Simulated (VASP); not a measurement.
An input for Quantum ESPRESSO's pw.x (written as the equivalent of a VASP run, and not itself run):

```
&CONTROL
  calculation = 'relax'
  pseudo_dir = './pseudo'
  outdir = './out'
  tprnfor = .true.
  tstress = .true.
  nstep = 40
  forc_conv_thr = 0.00039
/
&SYSTEM
  ibrav = 0
  nat = 2
  ntyp = 2
  ecutwfc = 86
  occupations = 'smearing'
  smearing = 'gaussian'
  degauss = 0.003675
  input_dft = 'pbe'
/
&ELECTRONS
  conv_thr = 7.3e-08
  electron_maxstep = 100
/
&IONS
/
ATOMIC_SPECIES
  Pb 207.200 Pb.upf
  Se 78.971 Se.upf
CELL_PARAMETERS angstrom
     0.0000000    3.0600000    3.0600000
     3.0600000    0.0000000    3.0600000
     3.0600000    3.0600000    0.0000000
ATOMIC_POSITIONS crystal
  Pb  -0.0114379  0.0114379  0.0277778
  Se   0.5000000  0.5000000  0.5000000
K_POINTS automatic
  6 6 6 0 0 0
```

Translate this input to VASP (INCAR, KPOINTS, POSCAR, choice of POTCAR).

One answer among several that fit: 
### KPOINTS
```
Automatic mesh
0
Gamma
6 6 6
0 0 0
```

**POSCAR**
```
PbSe
1
    0.0000000000     3.0600000000     3.0600000000
    3.0600000000     0.0000000000     3.0600000000
    3.0600000000     3.0600000000     0.0000000000
Pb Se
1 1
Direct
 -0.0114379085   0.0114379085   0.0277777778
  0.5000000000   0.5000000000   0.5000000000
```

### INCAR
```
SYSTEM  =  PbSe
PREC  =  Accurate; ENCUT  =  400; LREAL  =  .FALSE.
LASPH  =  .TRUE.
EDIFF  =  1E-6; NELM  =  100; ALGO  =  Normal
LMAXMIX  =  4
ISMEAR  =  0; SIGMA  =  0.05
GGA  =  PE
IBRION  =  2; NSW  =  40; ISIF  =  2
EDIFFG  =  -0.01
LWAVE  =  .FALSE.; LCHARG  =  .FALSE.
```

POTCAR, in this order: Pb_d Se (PBE.64 set). Program: vasp_std.

The two are equivalent in intent, not identical: the potentials are each code's own (VASP's PAW set, PseudoDojo norm-conserving files in pw.x), so ENCUT and ecutwfc are chosen apart and not converted; conv_thr bounds pw.x's estimated SCF error, while EDIFF bounds the energy change between steps; forc_conv_thr acts on force components and is met together with etot_conv_thr.

The compound is PbSe in the rock salt structure. In the starting cell atoms are displaced from their ideal sites. This run relaxes the ions in a fixed cell. Symmetry was kept, so distortions that lower it aren't found.
